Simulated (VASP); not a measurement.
```yaml
crystal:
  lattice:
    - [-1.93649, 1.93649, 4.31341]
    - [1.93649, -1.93649, 4.31341]
    - [1.93649, 1.93649, -4.31341]
  atoms:
    - { symbol: Ti, position: [0.50000, 0.50000, 0.00000] }
    - { symbol: Ti, position: [0.75000, 0.25000, 0.50000] }
    - { symbol: Ti, position: [0.25000, 0.75000, 0.50000] }
    - { symbol: Pt, position: [0.00000, 0.00000, 0.00000] }
```

Computed with PBE GGA, VASP's PBE PAW potentials (set 64) (plane waves; VASP). Numerical set-up: 300 eV cut-off, 6×6×6 Γ-centred mesh, Fermi-Dirac smearing of 0.10 eV, potentials Ti_sv Pt.

**Question.** Give the energies of bands 13 to 26 at the high-symmetry points, in eV from the Fermi level.

**Answer.** 
| band | Γ | X | P | N | M | S | R |
|---|---|---|---|---|---|---|---|
| 13 | -7.32 | -4.59 | -4.48 | -5.07 | -5.93 | -4.91 | -4.61 |
| 14 | -4.54 | -4.59 | -4.26 | -3.90 | -4.97 | -4.13 | -4.52 |
| 15 | -4.54 | -4.10 | -4.26 | -3.79 | -4.13 | -3.89 | -3.98 |
| 16 | -4.17 | -3.74 | -4.24 | -3.53 | -4.10 | -3.68 | -3.76 |
| 17 | -3.47 | -3.31 | -3.30 | -3.43 | -4.03 | -3.62 | -3.32 |
| 18 | -3.47 | -2.60 | -2.60 | -3.40 | -4.03 | -3.49 | -3.10 |
| 19 | -1.99 | -2.09 | -1.12 | -2.52 | -3.98 | -2.41 | -1.54 |
| 20 | -0.58 | -0.95 | -1.09 | -1.64 | -1.44 | -1.77 | -1.31 |
| 21 | -0.47 | -0.92 | -1.09 | -1.09 | -0.82 | -0.88 | -1.06 |
| 22 | -0.46 | -0.16 | -0.19 | -0.56 | 0.48 | -0.54 | -0.26 |
| 23 | -0.46 | -0.14 | -0.04 | -0.30 | 0.48 | -0.39 | -0.06 |
| 24 | 0.68 | 0.34 | -0.04 | 0.02 | 0.55 | -0.06 | 0.06 |
| 25 | 0.68 | 0.72 | -0.04 | 0.81 | 1.56 | 1.18 | 0.52 |
| 26 | 1.51 | 0.74 | 0.99 | 1.14 | 2.39 | 1.42 | 0.74 |

It has no gap at this level: it comes out as a metal or semimetal.

The structure was generated: Ti3Pt was put into an ordered model structure, which need not be its known phase. The cell was not relaxed at this level. The k-mesh is coarse (spacing up to 0.38 per Å, 2π included), so the numbers may not be converged in it.
